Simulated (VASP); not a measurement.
Energy against volume of Ta (bcc). These are TPSS meta-GGA, VASP's PBE PAW potentials (set 64) (plane waves; VASP) values and carry that method's errors. Run with 520 eV cut-off, 15×15×15 Γ-centred mesh, first-order Methfessel-Paxton smearing of 0.10 eV, potentials Ta_pv.

```
V (Å³/atom)  E (eV/atom)
-----------  -----------
17.429         -13.41994
17.968         -13.42993
18.508         -13.41936
19.047         -13.39112
```

Fit these four points and predict the energy of the run at 16.890 Å³/atom.

A cubic in V^(−2/3), the third-order Birch-Murnaghan form, passes through the four points with V0 = 17.95 Å³/atom and B0 = 204 GPa, and gives -13.3861 eV/atom there. The run gave -13.3851 eV/atom, +1.1 meV/atom from the fit; all five points give B0 = 207 GPa.

The compound is Ta in the bcc structure. It was relaxed first.
